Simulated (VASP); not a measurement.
Energy against volume of HfN (rock salt). Level of theory: SCAN meta-GGA, VASP's PBE PAW potentials (set 64) (plane waves; VASP). Numerical set-up: 520 eV cut-off, 14×14×14 Γ-centred mesh, first-order Methfessel-Paxton smearing of 0.10 eV, potentials Hf_pv N.

| V (Å³/atom) | E (eV/atom) |
|---|---|
| 10.662 | -37.92263 |
| 11.002 | -37.95499 |
| 11.343 | -37.96517 |
| 11.683 | -37.95651 |

**Question.** Fit these four points and predict the energy of the run at 12.023 Å³/atom.

**Answer.** A cubic in V^(−2/3), the third-order Birch-Murnaghan form, passes through the four points with V0 = 11.35 Å³/atom and B0 = 294 GPa, and gives -37.9319 eV/atom there. The run gave -37.9318 eV/atom, +0.1 meV/atom from the fit; all five points give B0 = 295 GPa.

The compound is HfN in the rock salt structure. It was relaxed first.
